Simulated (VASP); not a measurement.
An input for Ansatz (written as the equivalent of a VASP run, and not itself run):

Ansatz 0.2 input:
```yaml
crystal:
  lattice:
    - [0.0000000, 1.9361132, 1.9361132]
    - [1.9361132, 0.0000000, 1.9361132]
    - [1.9361132, 1.9361132, 0.0000000]
  atoms:
    - { symbol: Ir, position: [0.0000000, 0.0000000, 0.0000000] }
kpoints:
  mp_grid: { grid: [15, 15, 15] }
hamiltonian:
  xc: pbe
  pseudopotentials: { kind: paw }
scf:
  occupations: { method: methfessel_paxton, width: 0.1 }
  max_iter: 100
relax:
  max_steps: 60
  f_tol: 0.01
  cell: {}
output: { forces: true, stress: true, eigenvalues: true }
```

### Question
Translate this input to VASP (INCAR, KPOINTS, POSCAR, choice of POTCAR).

### Answer
One answer among several that fit: 
File KPOINTS:
```
Automatic
0
Gamma
  15 15 15
0 0 0
```

File POSCAR:
```
Ir
1
    0.0000000000     1.9361131712     1.9361131712
    1.9361131712     0.0000000000     1.9361131712
    1.9361131712     1.9361131712     0.0000000000
Ir
1
Direct
  0.0000000000   0.0000000000   0.0000000000
```

### INCAR
```
! general
SYSTEM  = Ir
PREC    = Accurate
ENCUT   = 400
LREAL   = F
LASPH   = T

! electronic loop
EDIFF   = 1E-6
NELM    = 100
ALGO    = Normal
LMAXMIX = 6

! smearing
ISMEAR  = 1
SIGMA   = 0.1

! functional
GGA     = PE

! ions
IBRION  = 2
NSW     = 60
ISIF    = 3
EDIFFG  = -0.01

! output
LWAVE   = F
LCHARG  = F
```

POTCAR, in this order: Ir (PBE.64 set). Program: vasp_std.

The two are equivalent in intent, not identical: each code has its own PAW files, so the cut-off isn't converted (ENCUT is set for VASP's; basis.ecutwfc is left out, and Ansatz then takes the one that its files recommend); Ansatz stops its SCF on the density residual and VASP on the energy change (EDIFF).

The compound is Ir in the fcc structure. It was relaxed first. The start is the result of an earlier pass.
